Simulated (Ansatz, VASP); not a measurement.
## Ba2H3I in two plane-wave programs

One calculation is typed for both programs; each brings its own data sets. How far apart do they land? Of the first pair: The two relaxations start from unlike cells of this crystal (the structure described is Ansatz's start), so only their ends are compared.

Method: plane waves, with VASP 6.6.1 beside it; relaxation of cell and atoms at PBEsol and zone-centre phonons at PBEsol, in Ansatz 0.2.0.

## 1. The structure

Symmetry: P-3m1, No. 164, trigonal system. Conventional cell: a = 4.536 Å, b = 4.536 Å, c = 8.120 Å, α = 90.00°, β = 90.00°, γ = 120.00°. Nearest to Ba lie 7 H at 2.64 to 3.02 Å and 3 I at 3.66 Å. Nearest to H lie 4 Ba at 2.64 to 2.67 Å. Nearest to H lie 6 H at 2.87 Å and 6 Ba at 3.02 Å. I has 6 Ba at 3.66 Å nearest. Farther neighbours and most contacts between anions are not listed.

Coordinates:

```cif
data_structure
_symmetry_space_group_name_H-M 'P-3m1'
_symmetry_Int_Tables_number 164
_cell_length_a 4.5364
_cell_length_b 4.5364
_cell_length_c 8.1196
_cell_angle_alpha 90.000
_cell_angle_beta 90.000
_cell_angle_gamma 120.000
_cell_volume 144.71
loop_
_atom_site_label
_atom_site_type_symbol
_atom_site_symmetry_multiplicity
_atom_site_Wyckoff_symbol
_atom_site_fract_x
_atom_site_fract_y
_atom_site_fract_z
_atom_site_occupancy
Ba1 Ba 2 d 0.66667 0.33333 0.68472 1
H1 H 2 d 0.66667 0.33333 0.35610 1
H2 H 1 b 0.00000 0.00000 0.50000 1
I1 I 1 a 0.00000 0.00000 0.00000 1
```

## 2. Ansatz: relaxation of cell and atoms, PBEsol

Ansatz runs on norm-conserving files, of PseudoDojo where its log says so.

The relaxed volume is the usual yardstick between codes: in a stiff, nearly cubic crystal its relative difference is about their pressure difference at one cell divided by the bulk modulus.

Input file input.yaml:

```yaml
crystal:
  lattice:
    - [4.5364032317, 0.0, 0.0]
    - [-2.2682016159, 3.9286404405, 0.0]
    - [0.0, 0.0, 8.11955412]
  atoms:
    - { symbol: Ba, position: [0.66666667, 0.33333333, 0.68471938] }
    - { symbol: Ba, position: [0.33333333, 0.66666667, 0.31528062] }
    - { symbol: H, position: [0.66666667, 0.33333333, 0.35610052] }
    - { symbol: H, position: [0.33333333, 0.66666667, 0.64389948] }
    - { symbol: H, position: [0.0, 0.0, 0.5] }
    - { symbol: I, position: [0.0, 0.0, 0.0] }
kpoints:
  mp_grid: { grid: [6, 6, 4] }
hamiltonian:
  xc: pbesol
  pseudopotentials: { kind: nc, accuracy: standard }
scf:
  occupations: { method: gaussian, width: 0.02 }
output:
  forces: true
  stress: true
  eigenvalues: true
  write_density: true
  write_potential: true
  elf: true
  volumetric_format: npy
relax:
  adjacent_minimum: "off"
  f_tol: 0.005
  max_steps: 80
  cell: { stress_tol: 0.05 }
```

Run with:

```console
ansatz run input.yaml --threads 4 --pin off --max-ram 7168MiB --backend cpu --events-out ev --progress --plain --runs-dir out
```

Numbers of over 12 decimals in the logs are rounded to 6 here.

Output:

```text
Engine: ansatz 0.2.0, aarch64-unknown-linux-gnu
Pseudopotentials: kind: nc
Pseudopotential: Ba, nc, valence charge 10, recommended cutoff 770 eV (normal), Ba.nc.azcp (PseudoDojo's, or run here from an input of PseudoDojo's; its table is named by hamiltonian.pseudopotentials.accuracy)
Pseudopotential: H, nc, valence charge 1, recommended cutoff 979.609905 eV (normal), H.nc.azcp (PseudoDojo's, or run here from an input of PseudoDojo's; its table is named by hamiltonian.pseudopotentials.accuracy)
Pseudopotential: I, nc, valence charge 7, recommended cutoff 952.398519 eV (normal), I.nc.azcp (PseudoDojo's, or run here from an input of PseudoDojo's; its table is named by hamiltonian.pseudopotentials.accuracy)
Functional definition: PBEsol
  exchange = pbesol_x
  correlation = pbesol_c
Crystal: 6 atoms, lattice volume = 144.706 Å³
Basis set: ecut = 979.609905 eV, 10043 PW (Γ), exchange–correlation on 96×96×180 points (8 copies of the dense FFT grid, shifted against one another)
Bands: 21, of which v1, the nominal top of the filled ones, is band 15 counted from 1 (14 counted from 0)
Symmetry: 12 space group operations
Space group: P-3m1 (ITA 164), of the structure as read, at distance tolerance 5.3e-5 Å
k-points: 24 of 144
Non-local potential: Ba, projectors of the file, l = 0: 2, l = 1: 2, l = 2: 2, l = 3: 2
Non-local potential: H, projectors of the file, l = 0: 2, l = 1: 1
Non-local potential: I, projectors of the file, l = 0: 2, l = 1: 2, l = 2: 2, l = 3: 2
Initial density: superposition of atomic densities (chi_scale 0.1, normalization cell, long waves kept (reshape's long-wave potential 0.17 eV rms))
Initial wavefunctions: pseudopotential atomic-orbital guess
Functional: x = pbesol(κ = 0.804, μ = 0.123457), c = pbesol(β = 0.046)
SCF iter   1: F=—  HF=-1934.591949 eV  |F-HF|=—  |Δ(HF+E_count)|=         —  Δρ=6.19e-2  dr2=3.27e1  ethr=3.10e-3  ⟨swp⟩=16.6  Hψ=5123  notcnv=0
preconditioner: auto → Resta (q_TF=auto, 2.099 Å⁻¹)  ε∞=3.2  [insulator: Δε(μ)=0.045 eV  Ē_g=10.678 eV  σ=0.020 eV  W_gap=0.66  n_scr=22 (ndim 8)  ℏωp=15.7 eV  f_vac=0.000  D(μ)=2.67/eV (n_scr^D=22)  ε∞_Penn≈3.2]
SCF iter   2: F=—  HF=-1929.074415 eV  |F-HF|=—  |Δ(HF+E_count)|=    5.52e0  Δρ=1.95e-2  dr2=9.44e-1  ethr=3.10e-3  ⟨swp⟩=7.2  Hψ=1814  notcnv=0  defer=35
SCF iter   3: F=—  HF=-1928.830978 eV  |F-HF|=—  |Δ(HF+E_count)|=   2.43e-1  Δρ=8.72e-3  dr2=2.31e-1  ethr=3.10e-3  ⟨swp⟩=2.9  Hψ=815  notcnv=0  defer=36
SCF iter   4: F=—  HF=-1928.785025 eV  |F-HF|=—  |Δ(HF+E_count)|=   4.60e-2  Δρ=2.14e-3  dr2=9.99e-3  ethr=7.71e-4  ⟨swp⟩=4.8  Hψ=1175  notcnv=0  defer=41
SCF iter   5: F=—  HF=-1928.787480 eV  |F-HF|=—  |Δ(HF+E_count)|=   2.45e-3  Δρ=2.90e-4  dr2=1.06e-4  ethr=3.33e-5  ⟨swp⟩=5.5  Hψ=1248  notcnv=0  defer=40
SCF iter   6: F=—  HF=-1928.787625 eV  |F-HF|=—  |Δ(HF+E_count)|=   1.45e-4  Δρ=7.22e-5  dr2=1.14e-5  ethr=3.52e-7  ⟨swp⟩=3.2  Hψ=963  notcnv=0  defer=38
SCF iter   7: F=—  HF=-1928.787644 eV  |F-HF|=—  |Δ(HF+E_count)|=   1.97e-5  Δρ=1.56e-5  dr2=4.83e-7  ethr=3.81e-8  ⟨swp⟩=2.8  Hψ=811  notcnv=0  defer=38
SCF iter   8: F=-1928.787645 eV  HF=-1928.787645 eV  |F-HF|=2.38e-9  |Δ(HF+E_count)|=   4.92e-7  Δρ=3.70e-6  dr2=2.78e-8  ethr=3.33e-10  ⟨swp⟩=31.8  Hψ=7037  notcnv=0
SCF 1 converged in 8 iterations: F = -1928.787645 eV  dr2 = 2.78e-8
relax step   1: F+E_penalty+E_count = -1928.78764490 eV  Δ(F+E_penalty+E_count) = +0.000e0 eV  max|allowed force component| = 5.530e-2 eV/Å  Δτ_max = 0.0000 Å  P = -2.024 GPa  Ω = 144.706 Å³  (8 SCF iters, dr2 threshold 1.00e-7 eV, accepted)
[...]
relax step   4: F+E_penalty+E_count = -1928.85611255 eV  Δ(F+E_penalty+E_count) = -2.297e-2 eV  max|allowed force component| = 1.562e-2 eV/Å  Δτ_max = 0.0504 Å  P = -0.192 GPa  Ω = 135.394 Å³  energy of the carried Pulay correction = +6.592e-4 eV  (9 SCF iters, accepted)
[...]
relax step   5: F+E_penalty+E_count = -1928.85678016 eV  Δ(F+E_penalty+E_count) = -6.676e-4 eV  max|allowed force component| = 1.163e-2 eV/Å  Δτ_max = 0.0043 Å  P = -0.027 GPa  Ω = 134.667 Å³  energy of the carried Pulay correction = +7.125e-4 eV  (5 SCF iters, dr2 threshold 1.10e-7 eV, accepted)
[...]
relax step   6: F+E_penalty+E_count = -1928.85688176 eV  Δ(F+E_penalty+E_count) = -1.016e-4 eV  max|allowed force component| = 3.577e-3 eV/Å  Δτ_max = 0.0054 Å  P = +0.007 GPa  Ω = 134.486 Å³  energy of the carried Pulay correction = +7.258e-4 eV  (5 SCF iters, dr2 threshold 8.45e-9 eV, accepted)
[...]
relax step   7: F+E_penalty+E_count = -1928.85634028 eV  Δ(F+E_penalty+E_count) = +5.415e-4 eV  max|allowed force component| = 3.592e-3 eV/Å  Δτ_max = 0.0000 Å  P = +0.002 GPa  Ω = 134.486 Å³  stress off target by 4.87e-3 GPa  SCF on the basis re-selected at this cell (its energy is not comparable with the rows above)  (5 SCF iters)
basis re-selected at this cell: Δ(F+E_penalty+E_count) = +5.415e-4 eV, ΔP = -0.005 GPa vs the last step (what re-selecting the basis moved, of the pressure what is left beyond the Pulay correction that the steps carried, after the strain that the cell walked since its last selection, with what the two solves' SCF thresholds leave and, on support functions, any second-order correction that the steps lacked; it is no measure of the basis error at this ecutwfc). The dense FFT grid was sized anew with the basis: this SCF ran on 48×48×81 points, the steps before it on 48×48×90, so part of this shift can come from that change (see relax.cell in the input reference). [rest of the remark cut]
SCF converged after 5 iterations
Free energy (F): -1928.856340 eV
Harris-Foulkes:  -1928.856340 eV  (|F-HF|=2.27e-12)
Internal energy: -1928.856340 eV  (E = F + TS)
E sigma→0 (E₀):  -1928.856340 eV
Fermi energy:    7.633195 eV
--- Per-component energies (eV) ---
  E_band       = -115.656767
  E_kinetic    = 487.700699
  E_local      = -895.370682  (includes V_loc(G=0)·N_el)
  E_nonlocal   = 260.007801
  E_hartree    = 220.245206
  E_xc         = -493.333000
  E_vxc        = -408.484978  (∫ρ·V_xc dr)
  E_ewald      = -1508.106364
  E_smearing   = -0.000000  (= −TS)
  E_closure    = -0.000000  (closes the sum)
  Σ components = -1928.856340   (vs F -1928.856340, Δ=0.00e0)
--- Forces (eV/Å), atoms counted from 1 ---
  atom   1  Ba    -0.00000000    -0.00000000     0.00149242
  atom   2  Ba     0.00000000     0.00000000    -0.00149242
  atom   3  H      0.00000000     0.00000000    -0.00359150
  atom   4  H     -0.00000000    -0.00000000     0.00359150
  atom   5  H     -0.00000000    -0.00000000     0.00000000
  atom   6  I      0.00000000     0.00000000     0.00000000
  max |Σ_I F_I| component: 4.28e-17 eV/Å
--- Stress (GPa, compression-positive) ---
        0.000066       0.000000       0.000000
        0.000000       0.000066      -0.000000
        0.000000      -0.000000       0.004873
  P = ⅓ Tr σ = 0.0017 GPa (0.017 kbar)
--- Band table (eV; the first three rows and the last of 24) ---
  k-point 0: bands = [... 11 lower, 4.2661, 4.2661, 4.3714, 6.5775, 9.1651, 9.3140, 9.3140, 9.4126, ... 2 higher]
  k-point 1: bands = [... 11 lower, 4.2549, 4.2549, 4.4077, 6.5970, 9.1973, 9.1973, 9.2626, 9.6527, ... 2 higher]
  k-point 2: bands = [... 11 lower, 4.2438, 4.2438, 4.4640, 6.6218, 9.1119, 9.1119, 9.3548, 10.0033, ... 2 higher]
  k-point 23: bands = [... 11 lower, 3.3074, 4.6157, 4.7945, 4.7945, 9.8102, 9.8102, 9.9703, 11.1522, ... 2 higher]
--- Relaxed structure (6 steps of the walk, 5 accepted, 1 SCFs on fresh bases) ---
  F+E_penalty+E_count = -1928.85634028 eV   max|allowed force component| = 3.592e-3 eV/Å   (the final SCF, on the basis selected at the relaxed cell)
  cell:  # Å, volume = 134.4861 Å³
    - [4.429015, 2.818405622791087e-11, -8.172799857076442e-18]
    - [-2.214507, 3.835639, 4.086399928538218e-18]
    - [-1.4628216973179373e-17, 0, 7.916487]
  atoms:
    - { symbol: Ba, position: [0.666667, 0.333333, 0.685486] }
    - { symbol: Ba, position: [0.333333, 0.666667, 0.314514] }
    - { symbol: H, position: [0.666667, 0.333333, 0.356499] }
    - { symbol: H, position: [0.333333, 0.666667, 0.643501] }
    - { symbol: H, position: [0.0, 0, 0.500000] }
    - { symbol: I, position: [0, 0, 0] }
```

(Continued in part 2 of 2.)

[Lines on the potential files, build, host, timing and source positions are cut from VASP's logs without a mark.]

[Logs are printed without paths, hosts, clocks, repeated set-up lines and the standing remarks that a program may print on its own settings, such as how far it seeks lower states.]

[Hosts, paths, dates, database ids (printed as entryN), source tags and the programs' standing remarks are cut or masked in the printed files.]
